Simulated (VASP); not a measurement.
# CuRh2S4 (Cuprorhodsite) with PBEsol: from relaxation to properties, part 6 of 6

How well does PBEsol reproduce what experiment finds for CuRh2S4 (Cuprorhodsite)? The cell is relaxed first, and properties follow on it. The start is a cell from a database of measured crystal structures.

VASP 6.6.1; PBEsol, no spin polarisation; plane waves and PAW (Cu, Rh_pv, S).

Still holding for the runs below: This run has no spin polarisation, although Cu and Rh can carry a moment. The k-mesh is coarse for a metal.

So far. Step 12 (Volume scan with PBEsol, volume scale 1): The run ends at a pressure of 0.04 GPa, with forces up to 1.4e-4 eV/Å.

## Step 13: Volume scan with PBEsol, volume scale 1.02

INCAR

```
SYSTEM = CuRh2S4
PREC = Accurate
ENCUT = 400
EDIFF = 1E-06
NELM = 100
ISMEAR = 0
SIGMA = 0.05
LREAL = .FALSE.
ALGO = Normal
GGA = PS
NBANDS = 80
LASPH = .TRUE.
LORBIT = 11
LWAVE = .FALSE.
LCHARG = .FALSE.
KPAR = 8
ISIF = 2
```

POSCAR

```
CuRh2S4
1.0
    0.0000000000      4.8877280828      4.8877280828
    4.8877280828      0.0000000000      4.8877280828
    4.8877280828      4.8877280828      0.0000000000
Cu Rh S
2 4 8
Direct
    0.0000000000      0.0000000000      0.0000000000
    0.2500000000      0.2500000000      0.2500000000
    0.6250000000      0.6250000000      0.6250000000
    0.1250000000      0.6250000000      0.6250000000
    0.6250000000      0.6250000000      0.1250000000
    0.6250000000      0.1250000000      0.6250000000
    0.3839428768      0.3839428768      0.3839428768
    0.4018286304      0.8660571232      0.8660571232
    0.3839428768      0.3839428768      0.8481713696
    0.8660571232      0.4018286304      0.8660571232
    0.8481713696      0.3839428768      0.3839428768
    0.8660571232      0.8660571232      0.8660571232
    0.3839428768      0.8481713696      0.3839428768
    0.8660571232      0.8660571232      0.4018286304
```

KPOINTS

```
Automatic mesh
0
Gamma
4 4 4
0 0 0
```

Potentials, in the order of the species: Cu, Rh_pv and S (PBE family, release 64).

Launch:

```console
$ mpirun -np 8 vasp_std
```

What it wrote:

```text
[... set-up lines as in an earlier step ...]
 entering main loop
       N       E                     dE             d eps       ncg     rms          rms(c)
DAV:   1     0.141674728358E+04    0.14167E+04   -0.56031E+04  1432   0.148E+03
DAV:   2     0.920717370324E+02   -0.13247E+04   -0.12499E+04  1384   0.453E+02
DAV:   3    -0.785747987196E+02   -0.17065E+03   -0.15696E+03  1608   0.161E+02
DAV:   4    -0.907055602250E+02   -0.12131E+02   -0.11891E+02  1864   0.470E+01
[...]
DAV:  19    -0.834048629563E+02    0.52631E-05   -0.32420E-06  1168   0.432E-02    0.121E-02
DAV:  20    -0.834048608341E+02    0.21222E-05   -0.34932E-06  1208   0.379E-02    0.308E-03
DAV:  21    -0.834048611293E+02   -0.29518E-06   -0.30708E-06  1104   0.906E-03
   1 F= -.83404861E+02 E0= -.83396166E+02  d E =-.173907E-01
```

Elapsed: 27 s, on 8 MPI ranks of Intel Xeon 6975P-C (Granite Rapids), shared host; peak memory 2.9 GiB.

From OUTCAR (step 13):

```text
  Total       -4.0556577     -4.0556577     -4.0556577      0.0000000      0.0000000      0.0000000
  in kB      -27.8240769    -27.8240769    -27.8240769      0.0000000      0.0000000      0.0000000
  external PRESSURE =     -27.8240769 kB  Pullay stress =       0.0000000 kB

 POSITION                                       TOTAL-FORCE (eV/Angst)
 -----------------------------------------------------------------------------------
      0.00000      0.00000      0.00000         0.000000     -0.000000      0.000000
      2.44386      2.44386      2.44386         0.000000     -0.000000      0.000000
      6.10966      6.10966      6.10966         0.000000     -0.000000      0.000000
      6.10966      3.66580      3.66580         0.000000     -0.000000      0.000000
      3.66580      3.66580      6.10966         0.000000     -0.000000      0.000000
      3.66580      6.10966      3.66580         0.000000     -0.000000      0.000000
      3.75322      3.75322      3.75322         0.091832      0.091832      0.091832
      8.46610      6.19708      6.19708        -0.091832      0.091832      0.091832
      6.02224      6.02224      3.75322        -0.091832     -0.091832      0.091832
      6.19708      8.46610      6.19708         0.091832     -0.091832      0.091832
      3.75322      6.02224      6.02224         0.091832     -0.091832     -0.091832
      8.46610      8.46610      8.46610        -0.091832     -0.091832     -0.091832
      6.02224      3.75322      6.02224        -0.091832      0.091832     -0.091832
      6.19708      6.19708      8.46610         0.091832      0.091832     -0.091832
 -----------------------------------------------------------------------------------
    total drift:                                0.000000      0.000000     -0.000000

  FREE ENERGIE OF THE ION-ELECTRON SYSTEM (eV)
  ---------------------------------------------------
  free  energy   TOTEN  =       -83.4048611293 eV

  energy  without entropy=      -83.3874704390  energy(sigma->0) =      -83.39616578

[... 1 part as in an earlier step ...]

[... 2 further parts left out ...]
[key lines of the parts left out:]
E-fermi :   6.7653
```

The pressure falls from 0.04 to -2.78 GPa.

The run ends at a pressure of -2.78 GPa, with forces up to 0.16 eV/Å.

## Step 14: Volume scan with PBEsol, volume scale 1.04

INCAR is that of step 13.

Changes to POSCAR since step 13:

```diff
@@ -2,5 +2,5 @@
 1.0
-    0.0000000000      4.8877280828      4.8877280828
-    4.8877280828      0.0000000000      4.8877280828
-    4.8877280828      4.8877280828      0.0000000000
+    0.0000000000      4.9194674662      4.9194674662
+    4.9194674662      0.0000000000      4.9194674662
+    4.9194674662      4.9194674662      0.0000000000
 Cu Rh S
```

KPOINTS is that of step 13.

Launch:

```console
$ mpirun -np 8 vasp_std
```

What it wrote:

```text
[... set-up lines as in an earlier step ...]
 entering main loop
       N       E                     dE             d eps       ncg     rms          rms(c)
DAV:   1     0.142102270028E+04    0.14210E+04   -0.55999E+04  1416   0.147E+03
DAV:   2     0.102489883624E+03   -0.13185E+04   -0.12505E+04  1352   0.457E+02
DAV:   3    -0.777464349080E+02   -0.18024E+03   -0.16342E+03  1560   0.161E+02
DAV:   4    -0.905577921604E+02   -0.12811E+02   -0.12626E+02  1888   0.492E+01
[...]
DAV:  19    -0.833029354891E+02    0.92845E-05   -0.10109E-05  1712   0.641E-02    0.135E-02
DAV:  20    -0.833029338150E+02    0.16742E-05   -0.44912E-06  1224   0.388E-02    0.414E-03
DAV:  21    -0.833029340147E+02   -0.19971E-06   -0.14367E-06   840   0.102E-02
   1 F= -.83302934E+02 E0= -.83293877E+02  d E =-.181146E-01
```

Run time: 29 s. Hardware: 8 MPI ranks; peak memory 3 GiB.

Parts of OUTCAR (step 14):

```text
  Total       -7.7654259     -7.7654259     -7.7654259      0.0000000     -0.0000000     -0.0000000
  in kB      -52.2506367    -52.2506367    -52.2506367      0.0000000     -0.0000000     -0.0000000
  external PRESSURE =     -52.2506367 kB  Pullay stress =       0.0000000 kB

 POSITION                                       TOTAL-FORCE (eV/Angst)
 -----------------------------------------------------------------------------------
      0.00000      0.00000      0.00000        -0.000000     -0.000000     -0.000000
      2.45973      2.45973      2.45973        -0.000000     -0.000000     -0.000000
      6.14933      6.14933      6.14933        -0.000000     -0.000000     -0.000000
      6.14933      3.68960      3.68960        -0.000000     -0.000000     -0.000000
      3.68960      3.68960      6.14933        -0.000000     -0.000000     -0.000000
      3.68960      6.14933      3.68960        -0.000000     -0.000000     -0.000000
      3.77759      3.77759      3.77759         0.175944      0.175944      0.175944
      8.52108      6.23732      6.23732        -0.175944      0.175944      0.175944
      6.06135      6.06135      3.77759        -0.175944     -0.175944      0.175944
      6.23732      8.52108      6.23732         0.175944     -0.175944      0.175944
      3.77759      6.06135      6.06135         0.175944     -0.175944     -0.175944
      8.52108      8.52108      8.52108        -0.175944     -0.175944     -0.175944
      6.06135      3.77759      6.06135        -0.175944      0.175944     -0.175944
      6.23732      6.23732      8.52108         0.175944      0.175944     -0.175944
 -----------------------------------------------------------------------------------
    total drift:                                0.000000      0.000000     -0.000000

  FREE ENERGIE OF THE ION-ELECTRON SYSTEM (eV)
  ---------------------------------------------------
  free  energy   TOTEN  =       -83.3029340147 eV

  energy  without entropy=      -83.2848194426  energy(sigma->0) =      -83.29387673

[... 1 part as in an earlier step ...]

[... 2 further parts left out ...]
[key lines of the parts left out:]
E-fermi :   6.4989
```

The pressure falls from -2.78 to -5.23 GPa.

The run ends at a pressure of -5.23 GPa, with forces up to 0.30 eV/Å.

## Step 15: Volume scan with PBEsol, volume scale 1.06

A prediction first. A parabola through the 6 pressures of evenly scaled cells so far, P = 0.01 -147.9 t +365 t² GPa with t = ln(V/V₁) and V₁ the volume at scale 1, gives -7.36 GPa at t = +0.0583.

INCAR is that of step 14.

Changes to POSCAR since step 14:

```diff
@@ -2,5 +2,5 @@
 1.0
-    0.0000000000      4.9194674662      4.9194674662
-    4.9194674662      0.0000000000      4.9194674662
-    4.9194674662      4.9194674662      0.0000000000
+    0.0000000000      4.9508024987      4.9508024987
+    4.9508024987      0.0000000000      4.9508024987
+    4.9508024987      4.9508024987      0.0000000000
 Cu Rh S
```

KPOINTS is that of step 14.

Launch:

```console
$ mpirun -np 8 vasp_std
```

What it wrote:

```text
[... set-up lines as in an earlier step ...]
 entering main loop
       N       E                     dE             d eps       ncg     rms          rms(c)
DAV:   1     0.138171751039E+04    0.13817E+04   -0.56065E+04  1424   0.146E+03
DAV:   2     0.939164261987E+02   -0.12878E+04   -0.12244E+04  1360   0.446E+02
DAV:   3    -0.789173090258E+02   -0.17283E+03   -0.15836E+03  1624   0.158E+02
DAV:   4    -0.904490339566E+02   -0.11532E+02   -0.11376E+02  1880   0.460E+01
[...]
DAV:  18    -0.831320663438E+02    0.14101E-04   -0.33464E-05  1864   0.697E-02    0.251E-02
DAV:  19    -0.831320584886E+02    0.78552E-05   -0.11904E-05  1512   0.829E-02    0.112E-02
DAV:  20    -0.831320582928E+02    0.19583E-06   -0.45152E-06  1216   0.163E-02
   1 F= -.83132058E+02 E0= -.83122646E+02  d E =-.188246E-01
```

Elapsed: 26 s, on 8 MPI ranks; peak memory 3 GiB.

Parts of OUTCAR (step 15):

```text
  Total      -11.3234047    -11.3234047    -11.3234047      0.0000000      0.0000000     -0.0000000
  in kB      -74.7533762    -74.7533762    -74.7533762      0.0000000      0.0000000     -0.0000000
  external PRESSURE =     -74.7533762 kB  Pullay stress =       0.0000000 kB

 POSITION                                       TOTAL-FORCE (eV/Angst)
 -----------------------------------------------------------------------------------
      0.00000      0.00000      0.00000        -0.000000      0.000000      0.000000
      2.47540      2.47540      2.47540         0.000000      0.000000      0.000000
      6.18850      6.18850      6.18850        -0.000000      0.000000      0.000000
      6.18850      3.71310      3.71310        -0.000000      0.000000      0.000000
      3.71310      3.71310      6.18850         0.000000      0.000000      0.000000
      3.71310      6.18850      3.71310        -0.000000      0.000000      0.000000
      3.80165      3.80165      3.80165         0.252598      0.252598      0.252598
      8.57536      6.27705      6.27705        -0.252598      0.252598      0.252598
      6.09995      6.09995      3.80165        -0.252598     -0.252598      0.252598
      6.27705      8.57536      6.27705         0.252598     -0.252598      0.252598
      3.80165      6.09995      6.09995         0.252598     -0.252598     -0.252598
      8.57536      8.57536      8.57536        -0.252598     -0.252598     -0.252598
      6.09995      3.80165      6.09995        -0.252598      0.252598     -0.252598
      6.27705      6.27705      8.57536         0.252598      0.252598     -0.252598
 -----------------------------------------------------------------------------------
    total drift:                                0.000000      0.000000     -0.000000

  FREE ENERGIE OF THE ION-ELECTRON SYSTEM (eV)
  ---------------------------------------------------
  free  energy   TOTEN  =       -83.1320582928 eV

  energy  without entropy=      -83.1132336728  energy(sigma->0) =      -83.12264598

[... 1 part as in an earlier step ...]

[... 2 further parts left out ...]
[key lines of the parts left out:]
E-fermi :   6.2426
```

The pressure falls from -5.23 to -7.48 GPa. The parabola predicted -7.36 GPa, +0.11 GPa off.

## Step 16: The series together

Times are for 8 MPI ranks of Intel Xeon 6975P-C (Granite Rapids), shared host. The series side by side:

| no. | volume scale | energy above the lowest point (meV/atom) | pressure (GPa) | time | memory (GiB) |
| --- | --- | --- | --- | --- | --- |
| 1 | 0.94 | 33.63 | 10.57 | 26 s | 3.0 |
| 2 | 0.96 | 15 | 6.656 | 26 s | 3.0 |
| 3 | 0.98 | 4.12 | 3.132 | 26 s | 3.1 |
| 4 | 1 | 0 | 0.03917 | 33 s | 3.1 |
| 5 | 1.02 | 2.1 | -2.782 | 27 s | 2.9 |
| 6 | 1.04 | 9.41 | -5.225 | 29 s | 3.0 |
| 7 | 1.06 | 21.64 | -7.475 | 26 s | 3.0 |

## Step 17: Fit for PBEsol

This step: Birch-Murnaghan fit, PBEsol; plane waves and PAW (VASP 6.6.1).

No new run; the numbers come from the runs before.

Numbers from this step:

| Item | Value |
| --- | --- |
| pressure derivative of the bulk modulus | 4.985 |
| r.m.s. error of the fit | 3.02e-5 eV/atom |
| minimum inside the sampled range | yes |
| bulk modulus | 146.3 GPa |
| equilibrium volume of the fit | 16.40 Å³/atom |

Table of energy above the fitted minimum by volume:

| volume (Å³/atom) | energy above the fitted minimum (eV/atom) |
| --- | --- |
| 15.373 | 0.0337 |
| 15.700 | 0.0150 |
| 16.027 | 0.00415 |
| 16.354 | 3.0e-5 |
| 16.681 | 0.00213 |
| 17.008 | 0.00944 |
| 17.335 | 0.0217 |

The fitted volume lies +0.30 % from the relaxed one. At a finite cutoff and mesh the minimum of the energy and the zero of the stress don't quite coincide, and the relaxation stops at a threshold. The atoms bear forces along the scan, since they were held; freeing them would lower the modulus.

## Step 18: Summary of results

```json
{
 "relaxed volume": "16.35 Å³/atom",
 "relaxed conventional cell a, b, c": "9.711, 9.711, 9.711 Å",
 "space group after relaxing, within 0.02 Å": "Fd-3m (No. 227)",
 "band gap": "none, a metal",
 "DOS at the Fermi level": "9.33 states/eV/cell",
 "shallowest level of the frozen cores": "Cu1 3p, 70.0 eV deep",
 "largest field gradient Vzz": "-46.72 V/Å² on Rh3",
 "bulk modulus from the fit": "146 GPa",
 "volume from the fit": "16.4 Å³/atom"
}
```

In words: With PBEsol, CuRh2S4 (Cuprorhodsite) relaxes to 16.35 Å³/atom in space group Fd-3m (held by the symmetry of the run), comes out as a metal and has a bulk modulus of 146 GPa at fixed shape and positions, an upper bound. Against the listed cell the volume lies -2.4 %. Band structure (PBEsol): Of the bands kept, 2 cross the Fermi level on this path. Spin-orbit coupling is left out; it would split some degenerate bands. The k-sampling is coarse for a metal, so the Fermi level, pressures and the shape of the cell carry errors. Magnetism was not tested. No search among competing phases was made, and a listed structure need not be the one stable at ambient conditions. All values are for a static lattice at zero temperature.

Comparison with the measured values:

| quantity | measured | PBEsol |
| --- | --- | --- |
| lattice constant a (Å) | 9.79 | 9.711 (-0.8 %) |

Measured values from arxiv:cond-mat/9906209 (1999).

Verdict: The lattice constant a is off by -0.8 %: fair agreement. The grades are ours: good and fair within 0.7 and 1.5 % for the lattice constant a. Zero-point motion and thermal expansion are not in the computed lattice constants.

[Lines on the potential files, build, host, timing and source positions are cut from VASP's logs without a mark.]

[Logs are printed without paths, hosts, clocks, repeated set-up lines and the standing remarks that a program may print on its own settings, such as how far it seeks lower states.]

[Hosts, paths, dates, database ids (printed as entryN), source tags and the programs' standing remarks are cut or masked in the printed files.]

[A measured line is paired with the nearest computed mode of its activity, which favours agreement.]

[In band tables of VASP the shares of atoms and orbitals are scaled to a sum of 1 inside the atoms' spheres.]
